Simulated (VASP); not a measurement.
A convergence study with VASP on LiH (rock salt): one setting is varied, all else stays as given below, so the limit is that of these other settings. ε∞ is the independent-particle value.

```
CELL_PARAMETERS angstrom
      0.00000     2.04000     2.04000
      2.04000     0.00000     2.04000
      2.04000     2.04000     0.00000
ATOMIC_POSITIONS crystal
  Li 0.00000 0.00000 0.00000
  H  0.50000 0.50000 0.50000
```

All values below come from PBE GGA, VASP's PBE PAW potentials (set 64) (plane waves; VASP). The tightest run used: 700 eV cut-off, 9×9×9 Γ-centred mesh, Gaussian smearing of 0.050 eV, potentials Li_sv H.

```
setting     mean ε∞  bands
----------  -------  -----
NBANDS = 3     3.75      3
NBANDS = 4     4.23      4
NBANDS = 6     4.34      6
```

**Question.** These are the cheaper rows. Estimate the results at NBANDS = 130, and how far the last row shown lies from them.

**Answer.** 
| quantity | tightest run | last row shown is off by |
|---|---|---|
| mean ε∞ | 4.37 | -0.04 |

Left out are rungs that failed or repeat a setting and relaxations that didn't move; long series are thinned to 24 rows.

The compound is LiH in the rock salt structure. The cell was not relaxed at this level.
